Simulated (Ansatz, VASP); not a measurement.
# NaVS3 in two plane-wave programs, part 3 of 3

Aim: how closely do two programs agree when they are given the same cell, functional and k mesh? The cell is generated by rule, not measured, and may not be a known phase. The cell is taken from a series of runs on this material, whose earlier steps may have relaxed, scaled, displaced or heated it; both programs get it as it stands.

VASP 6.6.1 and Ansatz 0.2.0.

So far: The structure; VASP: zone-centre phonons, PBEsol.

The structure was built from a prototype and need not be the compound's stable phase.

## 3. Ansatz: zone-centre phonons, PBEsol

Level of this step: Ansatz beside VASP: Kohn-Sham DFT, plane waves, PBEsol (Ansatz).

Ansatz runs on its PAW soft_1 files.

The same cell, functional, mesh and smearing now go to Ansatz, which takes its cutoff from its data sets.

File input.yaml:

```yaml
crystal:
  lattice:
    - [4.3468502755, 0.0, -0.0039716669]
    - [0.0, 4.2220590546, 0.0]
    - [-0.4922982667, 0.0, 5.6862404636]
  atoms:
    - { symbol: Na, position: [0.0057144129, 0.0, 0.5478375301] }
    - { symbol: V, position: [0.4634407877, 0.5, 0.0781734044] }
    - { symbol: S, position: [0.4868684542, 0.5, 0.445114542] }
    - { symbol: S, position: [0.9903815404, 0.5, 0.9477944732] }
    - { symbol: S, position: [0.57781144, 0.0, 0.9496261987] }
kpoints:
  mp_grid: { grid: [8, 8, 6] }
hamiltonian:
  xc: pbesol
  pseudopotentials: { kind: paw, azcp: { folder: soft_1 }, xc_functional: pbe }
scf:
  occupations: { method: methfessel_paxton, width: 0.2 }
output:
  eigenvalues: true
phonons:
  method: dfpt
```

Command:

```sh
> ansatz run input.yaml --threads 8 --pin off --max-ram 16384MiB --backend cpu --events-out ev --progress --plain --runs-dir out
```

Numbers of over 12 decimals in the logs are rounded to 6 here.

The program printed:

```text
zone centre: on kpoints.mp_grid the ground state, and the responses unless they are solved on pairs of k-points, stand on 130 of the mesh's 384 k-points, reduced under 2 symmetry operations, with k and −k counted as one. Each operation leaves every solved displacement unchanged or reverses it
Engine: ansatz 0.2.0, aarch64-unknown-linux-gnu
Pseudopotentials: kind: paw
Pseudopotential: Na, paw, valence charge 9, recommended cutoff 420 eV (normal), soft_1/Na.paw.azcp
Pseudopotential: V, paw, valence charge 13, recommended cutoff 420 eV (normal), soft_1/V.paw.azcp
Pseudopotential: S, paw, valence charge 6, recommended cutoff 420 eV (normal), soft_1/S.paw.azcp
Functional definition: PBEsol
  exchange = pbesol_x
  correlation = pbesol_c
Crystal: 5 atoms, lattice volume = 104.349 Å³
Basis set: ecut = 420 eV, 2013 PW (Γ), exchange–correlation on 60×60×80 points (8 copies of the dense FFT grid, shifted against one another)
Bands: 25, of which v1, the nominal top of the filled ones, is band 20 counted from 1 (19 counted from 0)
Symmetry: 2 space group operations
k-points: 130 of 384 (time reversal used)
Non-local potential: Na, projectors of the file, l = 0: 3, l = 1: 2, l = 2: 1
Non-local potential: V, projectors of the file, l = 0: 3, l = 1: 2, l = 2: 3, l = 3: 1
Non-local potential: S, projectors of the file, l = 0: 2, l = 1: 2, l = 2: 1
PAW form: soft (Blöchl's): semilocal exchange-correlation on the pseudo side does not see the compensation charge
PAW frozen core: Na, regenerated for the run's functional, and the local potential with it (the file was generated under x = pbe(κ = 0.804, μ = 0.219515), c = pbe(β = 0.066725))
PAW frozen core: V, regenerated for the run's functional, and the local potential with it (the file was generated under x = pbe(κ = 0.804, μ = 0.219515), c = pbe(β = 0.066725))
PAW frozen core: S, regenerated for the run's functional, and the local potential with it (the file was generated under x = pbe(κ = 0.804, μ = 0.219515), c = pbe(β = 0.066725))
PAW one-centre angular grid: Na, 110 points (default); XC on 64 Gauss nodes
PAW one-centre angular grid: V, 590 points (default); XC on 64 Gauss nodes
PAW one-centre angular grid: S, 110 points (default); XC on 64 Gauss nodes
Initial density: superposition of atomic densities (chi_scale 0.1, normalization cell, long waves kept (reshape's long-wave potential 0.03 eV rms))
Initial wavefunctions: pseudopotential atomic-orbital guess
Functional: x = pbesol(κ = 0.804, μ = 0.123457), c = pbesol(β = 0.046)
SCF iter   1: F=—  HF=-7021.992911 eV  |F-HF|=—  |Δ(HF+E_count)|=         —  Δρ=1.19e-1  dr2=2.60e1  ethr=3.10e-3  ⟨swp⟩=6.2  Hψ=15284  notcnv=0
preconditioner: auto → Kerker (q_TF=auto, 2.325 Å⁻¹)  [metal: Δε(μ)=0.011 eV  Ē_g=6.507 eV  σ=0.200 eV  W_gap=0.05  n_scr=24 (ndim 8)  ℏωp=17.8 eV  f_vac=0.000  D(μ)=3.69/eV (n_scr^D=28)]
SCF iter   2: F=—  HF=-7020.312989 eV  |F-HF|=—  |Δ(HF+E_count)|=    1.68e0  S|Δr|=    0.00e0  Δρ=6.09e-2  dr2=7.59e0  ethr=3.10e-3  ⟨swp⟩=2.9  Hψ=7128  notcnv=0
SCF iter   3: F=—  HF=-7019.584803 eV  |F-HF|=—  |Δ(HF+E_count)|=   7.28e-1  S|Δr|=    0.00e0  Δρ=1.06e-2  dr2=2.00e-1  ethr=3.10e-3  ⟨swp⟩=2.7  Hψ=5211  notcnv=0
SCF iter   4: F=—  HF=-7019.570503 eV  |F-HF|=—  |Δ(HF+E_count)|=   1.43e-2  S|Δr|=    0.00e0  Δρ=2.74e-3  dr2=9.83e-3  ethr=4.99e-4  ⟨swp⟩=1.0  Hψ=4164  notcnv=0
SCF iter   5: F=—  HF=-7019.572206 eV  |F-HF|=—  |Δ(HF+E_count)|=   1.70e-3  S|Δr|=    0.00e0  Δρ=8.89e-4  dr2=1.23e-3  ethr=2.46e-5  ⟨swp⟩=2.1  Hψ=4531  notcnv=0
SCF iter   6: F=—  HF=-7019.572629 eV  |F-HF|=—  |Δ(HF+E_count)|=   4.23e-4  S|Δr|=    0.00e0  Δρ=3.56e-4  dr2=2.26e-4  ethr=3.07e-6  ⟨swp⟩=2.6  Hψ=4807  notcnv=0
SCF iter   7: F=—  HF=-7019.572715 eV  |F-HF|=—  |Δ(HF+E_count)|=   8.63e-5  S|Δr|=    0.00e0  Δρ=1.19e-4  dr2=2.76e-5  ethr=5.65e-7  ⟨swp⟩=2.3  Hψ=4803  notcnv=0
SCF iter   8: F=—  HF=-7019.572727 eV  |F-HF|=—  |Δ(HF+E_count)|=   1.23e-5  S|Δr|=    0.00e0  Δρ=4.78e-5  dr2=6.04e-6  ethr=6.90e-8  ⟨swp⟩=2.3  Hψ=4736  notcnv=0
SCF iter   9: F=—  HF=-7019.572726 eV  |F-HF|=—  |Δ(HF+E_count)|=   1.27e-6  S|Δr|=    0.00e0  Δρ=2.00e-5  dr2=6.22e-7  ethr=1.51e-8  ⟨swp⟩=2.0  Hψ=4364  notcnv=0
SCF iter  10: F=—  HF=-7019.572728 eV  |F-HF|=—  |Δ(HF+E_count)|=   1.95e-6  S|Δr|=    0.00e0  Δρ=5.90e-6  dr2=4.76e-8  ethr=1.56e-9  ⟨swp⟩=2.1  Hψ=4626  notcnv=0
SCF iter  11: F=—  HF=-7019.572728 eV  |F-HF|=—  |Δ(HF+E_count)|=   1.20e-8  S|Δr|=    0.00e0  Δρ=2.12e-6  dr2=7.72e-9  ethr=1.19e-10  ⟨swp⟩=2.9  Hψ=6343  notcnv=0
SCF iter  12: F=—  HF=-7019.572728 eV  |F-HF|=—  |Δ(HF+E_count)|=   1.89e-9  S|Δr|=    0.00e0  Δρ=9.58e-7  dr2=1.79e-9  ethr=1.93e-11  ⟨swp⟩=2.0  Hψ=5672  notcnv=0
SCF iter  13: F=—  HF=-7019.572728 eV  |F-HF|=—  |Δ(HF+E_count)|=  3.09e-10  S|Δr|=    0.00e0  Δρ=3.86e-7  dr2=3.71e-10  ethr=4.47e-12  ⟨swp⟩=2.0  Hψ=5180  notcnv=0
SCF iter  14: F=—  HF=-7019.572728 eV  |F-HF|=—  |Δ(HF+E_count)|=  2.46e-11  S|Δr|=    0.00e0  Δρ=1.65e-7  dr2=6.08e-11  ethr=1.00e-12  ⟨swp⟩=2.3  Hψ=5490  notcnv=0
SCF iter  15: F=—  HF=-7019.572728 eV  |F-HF|=—  |Δ(HF+E_count)|=  2.73e-12  S|Δr|=    0.00e0  Δρ=6.71e-8  dr2=1.03e-11  ethr=1.00e-12  ⟨swp⟩=7.0  Hψ=15467  notcnv=0
SCF iter  16: F=-7019.572728 eV  HF=-7019.572728 eV  |F-HF|=1.82e-12  |Δ(HF+E_count)|=  3.64e-12  S|Δr|=    0.00e0  Δρ=2.63e-8  dr2=1.32e-12  ethr=1.00e-12  ⟨swp⟩=6.0  Hψ=14035  notcnv=0
SCF 1 converged in 16 iterations: F = -7019.572728 eV  dr2 = 1.32e-12
  greatest PAW one-centre occupation: 1.000 electrons in one spin orbital (limit 2), on the V atom at site 1 (counted from 0), in its partial waves of l = 0
DFPT response loops at Γ: preconditioner auto → Kerker (q_TF=auto, 2.325 Å⁻¹) (partly filled bands, converged f_vac=0.025); β = 1.00, the filter's whole step (`scf.mixing.beta` (0.50) is not read by the response loops under this deck's `scf.mixing.preconditioner`; to damp them name `kerker` or `kerker_dos`, under which they read `scf.mixing.beta`, and type it under 1.00, their step now; both keys bind the ground state too); Broyden in place of MSR1
SCF converged after 16 iterations
Stability not checked: this state was not tested for a lower state beside it, because cold or Methfessel-Paxton smearing, or corrected tetrahedra, fill the levels in a way that the test cannot read (fill_not_monotonic; see scf.lower_state_search)
Free energy (F): -7019.572728 eV
Harris-Foulkes:  -7019.572728 eV  (|F-HF|=1.82e-12)
Internal energy: -7019.577271 eV  (E = F + TS)
E sigma→0 (E₀):  -7019.573864 eV
Entropy (-TS):   0.004543 eV (0.909 meV/atom)
Fermi energy:    6.107389 eV
Step filling:    the computed levels leave a gap of 0.0027 eV = 0.0 smearing widths at the electron count; against every level under it full and every level over it empty, smearing changes F+E_penalty+E_count by +1.523 meV and its σ→0 estimate by +0.387 meV
--- Per-component energies (eV) ---
  E_band       = -499.381761
  E_kinetic    = 724.549071
  E_local      = -3644.725810  (includes V_loc(G=0)·N_el)
  E_nonlocal   = 465.584682
  E_hartree    = 1366.111496
  E_xc         = -413.749692
  E_vxc        = -438.657674  (∫ρ·V_xc dr)
  E_paw        = -3159.096163  (= ΣΔE_a)
  E_vpaw       = -338.356073  (= ΣTr[D̂ρ^β])
  E_aug_tail   = 0.001078  (compensation charges beyond the density's cutoff)
  E_ewald      = -2358.642154
  E_core_change = 0.390221  (= ΣΔE_core)
  E_smearing   = 0.004543  (= −TS)
  E_closure    = -0.000000  (closes the sum)
  Σ components = -7019.572728   (vs F -7019.572728, Δ=0.00e0)
--- Band table (eV; the first three rows and the last of 130) ---
  k-point 0: bands = [... 16 lower, 3.5482, 3.9022, 4.4920, 5.1906, 6.2084, 7.5561, 7.9034, 8.4038, ... 1 higher]
  k-point 1: bands = [... 16 lower, 3.5522, 3.8718, 4.4868, 5.1810, 6.2314, 7.5718, 7.8885, 8.3130, ... 1 higher]
  k-point 2: bands = [... 16 lower, 3.5602, 3.8020, 4.4763, 5.1799, 6.2784, 7.6071, 7.9864, 8.2216, ... 1 higher]
  k-point 129: bands = [... 16 lower, 3.0562, 4.6272, 4.8474, 6.1481, 6.1719, 6.7143, 7.3674, 7.3815, ... 1 higher]
--- Phonons (Γ-DFPT): 15 representative perturbations + reference, on 130 of 384 k-points (Σ response iterations 45) ---
  k mesh reduced under 2 symmetry operations, with k and −k counted as one. Each operation leaves every solved displacement unchanged or reverses it
  ASR residual: 1.877e-5 → 0.000e0 eV/Å²; symmetrization residual: 4.802e-6 eV/Å²
  ASR residual per site (eV/Å²): 1.88e-5 1.82e-5 1.14e-5 1.26e-5 1.03e-5
  Γ frequencies (cm⁻¹): 0.00 0.00 0.00 54.63 87.33 88.74 105.43 115.96 160.40 175.42 186.01 250.61 353.27 428.93 514.12
  non-analytic LO–TO correction: not included (Born effective charges unavailable; polar crystals: no LO–TO splitting at Γ)
```

## 4. Differences

Known differences besides the potentials themselves: the data sets hold 40 valence electrons in Ansatz (on its PAW soft_1 files) and 38 in VASP; the cutoff is 420 eV in Ansatz and 500 eV in VASP; Ansatz makes its cores anew for this functional, VASP keeps those of its PBE data sets. Total energies have different zeros and are not compared.

Both answers:

| quantity | Ansatz | VASP | difference |
| --- | --- | --- | --- |
| optical mode 1 (cm⁻¹) | 54.6 | 54.2 | +0.87 % |
| optical mode 2 (cm⁻¹) | 87.3 | 87.7 | -0.43 % |
| optical mode 3 (cm⁻¹) | 88.7 | 88.3 | +0.55 % |
| optical mode 4 (cm⁻¹) | 105.4 | 107.0 | -1.51 % |
| optical mode 5 (cm⁻¹) | 116.0 | 117.0 | -0.88 % |
| optical mode 6 (cm⁻¹) | 160.4 | 160.7 | -0.22 % |
| optical mode 7 (cm⁻¹) | 175.4 | 176.4 | -0.54 % |
| optical mode 8 (cm⁻¹) | 186.0 | 186.5 | -0.27 % |
| optical mode 9 (cm⁻¹) | 250.6 | 250.6 | -0.01 % |
| optical mode 10 (cm⁻¹) | 353.3 | 352.8 | +0.14 % |
| optical mode 11 (cm⁻¹) | 428.9 | 428.7 | +0.05 % |
| optical mode 12 (cm⁻¹) | 514.1 | 514.2 | -0.01 % |

Modes are paired by rising frequency, not by their patterns, so a pair may set unlike modes beside each other; they are those without the splitting of longitudinal modes.

## 5. Outcome

* r.m.s. difference of the optical zone-centre modes, each program's sorted by frequency (zone-centre phonons, PBEsol): 0.70 cm⁻¹
* difference in optical mode 4 (zone-centre phonons, PBEsol): -1.5 %

The r.m.s. difference of the optical zone-centre modes, each program's sorted by frequency is 0.70 cm⁻¹ (zone-centre phonons, PBEsol). The data sets hold unlike numbers of valence electrons (40 in Ansatz and 38 in VASP), so part of the differences comes from the potentials. Among the rows given in per cent, the largest difference of the zone-centre phonons, PBEsol pair is in optical mode 4, -1.5 %. Such differences can come from data sets, numerical settings and the points named under the comparisons, not from the functional's error against experiment.

[Lines on the potential files, build, host, timing and source positions are cut from VASP's logs without a mark.]

[Logs are printed without paths, hosts, clocks, repeated set-up lines and the standing remarks that a program may print on its own settings, such as how far it seeks lower states.]

[Hosts, paths, dates, database ids (printed as entryN), source tags and the programs' standing remarks are cut or masked in the printed files.]
